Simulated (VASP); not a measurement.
Runs of VASP 6.6.1 on SiSe. It takes space group P-6m2 (No. 187, hexagonal). Conventional cell: a = 3.595 Å, b = 3.595 Å, c = 3.599 Å, α = 90.00°, β = 90.00°, γ = 120.00°. Si (site symmetry -6m2) is surrounded by 6 Se at 2.75 Å. Around Se (site symmetry -6m2) lie 6 Si at 2.75 Å. The cell was built by a generator and needn't be a form met in nature.

```csv
share of exact exchange,gap on the mesh (eV),pressure (GPa)
0.2,none,-2.8
0.05,none,(b)
0.25,none,(a)
0.15,none,-2.3
0.4,none,-4.9
0.3,none,(c)
0.5,none,-5.8
0.1,none,-1.7
```

Alike in all rows: task single point; level PBE0(alpha); potentials or basis VASP PAW PBE potentials, release 64 (Si, Se); no spin polarisation; cell as given; k mesh 5 × 5 × 4; cutoff (eV) 520; smearing fermi-dirac 0.05 eV; the mesh is coarse, so values aren't converged.

Problem. Fill in the values left out.

Solution. (a) -3.3; (b) -1.2; (c) -3.9.

Caveats: all runs use coarse meshes; the PAW data sets were made with another functional, which shifts forces and pressure a little.

A k mesh can miss the band edges, and the runs leave out spin-orbit coupling on Se.

A gap of «none» marks a metal or a gap under the smearing width.
